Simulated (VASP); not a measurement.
All values below come from PBEsol GGA, VASP's PBE PAW potentials (set 64) (plane waves; VASP 6.6.1).

A VASP calculation is set up with these files.

### KPOINTS
```
Automatic
0
Gamma
  14 14 8
0 0 0
```

**INCAR**
```
LMAXMIX  =  6   ! l cut-off of mixed one-centre charges
LASPH  =  .True.
SIGMA  =  0.1
ISMEAR  =  1   ! Methfessel-Paxton
LCHARG  =  .False.
NSW  =  40   ! most ionic steps
GGA  =  PS
LWAVE  =  .False.
ENCUT  =  500
EDIFF  =  1E-6   ! SCF stop (eV)
LREAL  =  .False.   ! projection in real space or not
ISIF  =  3   ! ions, shape and volume
EDIFFG  =  -0.02   ! ionic stop
IBRION  =  2
ALGO  =  Normal   ! blocked Davidson
PREC  =  Accurate
PSTRESS  =  450   ! kbar
NELM  =  100   ! most electronic steps
SYSTEM  =  Hf
```

**POSCAR**
```
Hf
1
    1.4735545839    -2.5522713151     0.0000000000
    1.4735545839     2.5522713151     0.0000000000
    0.0000000000     0.0000000000     4.7285371166
Hf
2
Direct
  0.3333330000   0.6666670000   0.2500000000
  0.6666670000   0.3333330000   0.7500000000
```

POTCAR, in this order: Hf_pv (PBE.64 set). Program: vasp_std.

The run wrote:

OSZICAR:
```
       N       E                     dE             d eps       ncg     rms          rms(c)
DAV:   1     0.505984009086E+02    0.50598E+02   -0.11794E+04  3384   0.137E+03
DAV:   2    -0.191703329721E+02   -0.69769E+02   -0.68430E+02  4260   0.278E+02
DAV:   3    -0.209377486889E+02   -0.17674E+01   -0.17448E+01  4452   0.307E+01
DAV:   4    -0.209493847690E+02   -0.11636E-01   -0.11631E-01  3858   0.308E+00
DAV:   5    -0.209495112466E+02   -0.12648E-03   -0.12647E-03  4368   0.257E-01    0.765E+01
DAV:   6    -0.205476720760E+02    0.40184E+00   -0.30368E-01  3498   0.449E+00    0.453E+01
DAV:   7    -0.203921641099E+02    0.15551E+00   -0.51485E-01  3522   0.565E+00    0.201E+00
DAV:   8    -0.203867157180E+02    0.54484E-02   -0.32514E-02  3642   0.147E+00    0.333E-01
DAV:   9    -0.203867939034E+02   -0.78185E-04   -0.69644E-04  4530   0.211E-01    0.182E-01
DAV:  10    -0.203867952291E+02   -0.13258E-05   -0.44438E-05  3702   0.580E-02    0.341E-01
DAV:  11    -0.203867907740E+02    0.44551E-05   -0.99348E-06  3876   0.259E-02    0.303E-02
DAV:  12    -0.203867910206E+02   -0.24661E-06   -0.77453E-07  2286   0.770E-03
   1 F= -.10397106E+02 E0= -.10396776E+02  d E =-.103971E+02
       N       E                     dE             d eps       ncg     rms          rms(c)
DAV:   1    -0.224966148851E+02   -0.21098E+01   -0.12443E+02  3360   0.106E+02    0.323E+01
DAV:   2    -0.186985393279E+02    0.37981E+01   -0.72880E+00  3408   0.256E+01    0.104E+01
DAV:   3    -0.173880352698E+02    0.13105E+01   -0.26582E+00  3396   0.147E+01    0.478E+00
DAV:   4    -0.173512536394E+02    0.36782E-01   -0.11323E-01  4110   0.276E+00    0.403E+00
DAV:   5    -0.173305737895E+02    0.20680E-01   -0.56623E-02  3540   0.183E+00    0.535E-01
DAV:   6    -0.173307911247E+02   -0.21734E-03   -0.20413E-03  3996   0.376E-01    0.209E-01
DAV:   7    -0.173307570624E+02    0.34062E-04   -0.99679E-05  3678   0.884E-02    0.879E-02
DAV:   8    -0.173307574948E+02   -0.43245E-06   -0.61199E-06  4218   0.182E-02
   2 F= -.95612726E+01 E0= -.95612715E+01  d E =0.835833E+00
       N       E                     dE             d eps       ncg     rms          rms(c)
DAV:   1    -0.226369428532E+02   -0.53062E+01   -0.69449E+01  3360   0.782E+01    0.257E+01
DAV:   2    -0.206676834525E+02    0.19693E+01   -0.45959E+00  3432   0.181E+01    0.764E+00
DAV:   3    -0.199898704189E+02    0.67781E+00   -0.10245E+00  3522   0.836E+00    0.221E+00
DAV:   4    -0.199091173098E+02    0.80753E-01   -0.18314E-01  3804   0.360E+00    0.189E+00
DAV:   5    -0.199051555682E+02    0.39617E-02   -0.14591E-02  3984   0.774E-01    0.471E-01
DAV:   6    -0.199050706685E+02    0.84900E-04   -0.16618E-03  3852   0.316E-01    0.126E-01
DAV:   7    -0.199050412086E+02    0.29460E-04   -0.72361E-05  4050   0.689E-02    0.503E-02
DAV:   8    -0.199050412137E+02   -0.50759E-08   -0.11280E-06  3050   0.939E-03
   3 F= -.10507630E+02 E0= -.10507676E+02  d E =-.110524E+00
       N       E                     dE             d eps       ncg     rms          rms(c)
DAV:   1    -0.198670700344E+02    0.37971E-01   -0.35586E-02  3360   0.175E+00    0.530E-01
DAV:   2    -0.198660300132E+02    0.10400E-02   -0.22960E-03  3426   0.418E-01    0.155E-01
DAV:   3    -0.198656775937E+02    0.35242E-03   -0.59731E-04  3516   0.207E-01    0.621E-02
DAV:   4    -0.198656448755E+02    0.32718E-04   -0.69445E-05  3826   0.705E-02    0.562E-02
DAV:   5    -0.198656427596E+02    0.21159E-05   -0.10122E-05  3822   0.218E-02    0.100E-02
DAV:   6    -0.198656431192E+02   -0.35961E-06   -0.57775E-07  1842   0.633E-03
   4 F= -.10508201E+02 E0= -.10508229E+02  d E =-.111095E+00
       N       E                     dE             d eps       ncg     rms          rms(c)
DAV:   1    -0.198533989620E+02    0.12244E-01   -0.34209E-03  3378   0.544E-01    0.165E-01
DAV:   2    -0.198532994437E+02    0.99518E-04   -0.22040E-04  3438   0.130E-01    0.484E-02
DAV:   3    -0.198532657442E+02    0.33700E-04   -0.57235E-05  3516   0.640E-02    0.190E-02
DAV:   4    -0.198532628317E+02    0.29125E-05   -0.66907E-06  3798   0.219E-02    0.173E-02
DAV:   5    -0.198532630836E+02   -0.25195E-06   -0.85722E-07  1870   0.672E-03
   5 F= -.10508186E+02 E0= -.10508207E+02  d E =-.111080E+00
       N       E                     dE             d eps       ncg     rms          rms(c)
DAV:   1    -0.198525732579E+02    0.68957E-03   -0.21556E-01  3396   0.389E+00    0.331E-01
DAV:   2    -0.198501340537E+02    0.24392E-02   -0.35482E-03  4218   0.479E-01    0.314E-01
DAV:   3    -0.198494458814E+02    0.68817E-03   -0.72728E-04  4194   0.196E-01    0.232E-01
DAV:   4    -0.198493095976E+02    0.13628E-03   -0.26145E-04  4262   0.121E-01    0.877E-02
DAV:   5    -0.198493077617E+02    0.18360E-05   -0.18681E-05  4194   0.332E-02    0.546E-03
DAV:   6    -0.198493077890E+02   -0.27334E-07   -0.15418E-07  1944   0.354E-03
   6 F= -.10509226E+02 E0= -.10509246E+02  d E =-.103977E-02
       N       E                     dE             d eps       ncg     rms          rms(c)
DAV:   1    -0.198476867506E+02    0.16210E-02   -0.48993E-02  3384   0.185E+00    0.166E-01
DAV:   2    -0.198471286142E+02    0.55814E-03   -0.81664E-04  4212   0.229E-01    0.162E-01
DAV:   3    -0.198469720098E+02    0.15660E-03   -0.16545E-04  4182   0.935E-02    0.118E-01
DAV:   4    -0.198469411696E+02    0.30840E-04   -0.58289E-05  4280   0.570E-02    0.434E-02
DAV:   5    -0.198469406781E+02    0.49151E-06   -0.42874E-06  3790   0.158E-02
   7 F= -.10509346E+02 E0= -.10509374E+02  d E =-.116025E-02
       N       E                     dE             d eps       ncg     rms          rms(c)
DAV:   1    -0.198714639889E+02   -0.24523E-01   -0.13022E-02  3360   0.106E+00    0.306E-01
DAV:   2    -0.198710872231E+02    0.37677E-03   -0.83763E-04  3396   0.252E-01    0.977E-02
DAV:   3    -0.198709611063E+02    0.12612E-03   -0.20357E-04  3462   0.121E-01    0.296E-02
DAV:   4    -0.198709461150E+02    0.14991E-04   -0.28769E-05  3802   0.454E-02    0.276E-02
DAV:   5    -0.198709434489E+02    0.26661E-05   -0.36997E-06  3606   0.134E-02    0.557E-03
DAV:   6    -0.198709432630E+02    0.18588E-06   -0.20117E-07  1740   0.371E-03
   8 F= -.10509277E+02 E0= -.10509329E+02  d E =0.697485E-04
       N       E                     dE             d eps       ncg     rms          rms(c)
DAV:   1    -0.198542781433E+02    0.16665E-01   -0.65061E-03  3360   0.750E-01    0.217E-01
DAV:   2    -0.198540895670E+02    0.18858E-03   -0.41795E-04  3390   0.178E-01    0.688E-02
DAV:   3    -0.198540267580E+02    0.62809E-04   -0.10232E-04  3438   0.857E-02    0.210E-02
DAV:   4    -0.198540201053E+02    0.66526E-05   -0.14123E-05  3778   0.318E-02    0.195E-02
DAV:   5    -0.198540201851E+02   -0.79805E-07   -0.18122E-06  2906   0.949E-03
   9 F= -.10509360E+02 E0= -.10509394E+02  d E =-.137284E-04
```

### OUTCAR
```
------------------------ aborting loop because EDIFF is reached ----------------------------------------
  FORCE on cell =-STRESS in cart. coord.  units (eV):
  Direction    XX          YY          ZZ          XY          YZ          ZX
  --------------------------------------------------------------------------------------
  Total        9.3413469      9.3413456      9.3420548      0.0000000      0.0000000      0.0000000
  in kB      449.8404509    449.8403885    449.8745396      0.0000000      0.0000000      0.0000000
  external PRESSURE =      -0.1482070 kB  Pullay stress =     450.0000000 kB
  volume of cell :       33.27
      direct lattice vectors                 reciprocal lattice vectors
     1.436143566 -2.487473450  0.000000000     0.348154608 -0.201007171  0.000000000
     1.436143566  2.487473450 -0.000000000     0.348154608  0.201007171  0.000000000
    -0.000000000 -0.000000000  4.656667957     0.000000000  0.000000000  0.214745825
 POSITION                                       TOTAL-FORCE (eV/Angst)
 -----------------------------------------------------------------------------------
      1.43614      0.82916      1.16417         0.000000     -0.000000      0.000000
      1.43614     -0.82916      3.49250        -0.000000      0.000000      0.000000
 -----------------------------------------------------------------------------------
    total drift:                                0.000000      0.000136     -0.000014
  FREE ENERGIE OF THE ION-ELECTRON SYSTEM (eV)
  ---------------------------------------------------
  free  energy   TOTEN  =       -19.8540201851 eV

  energy  without entropy=      -19.8541232693  energy(sigma->0) =      -19.85405455
  enthalpy is  TOTEN    =       -10.5093600745 eV   P V=        9.3446601107

 reached required accuracy - stopping structural energy minimisation
```
(Selected blocks of OUTCAR.)

CONTCAR:
```
Hf
   1.00000000000000
     1.4361435656015291   -2.4874734502192362    0.0000000000000000
     1.4361435656015291    2.4874734502192362   -0.0000000000000000
    -0.0000000000000000   -0.0000000000000000    4.6566679568862321
  Hf
     2
Direct
     0.3333330000000032    0.6666669999999968    0.2500000000000000
     0.6666669999999968    0.3333330000000032    0.7500000000000000
```

Energy and stress use the plane-wave basis of the starting cell.

The compound is Hf in the hcp structure. This run relaxes it under an external pressure of 45 GPa. Symmetry was kept, so distortions that lower it aren't found.
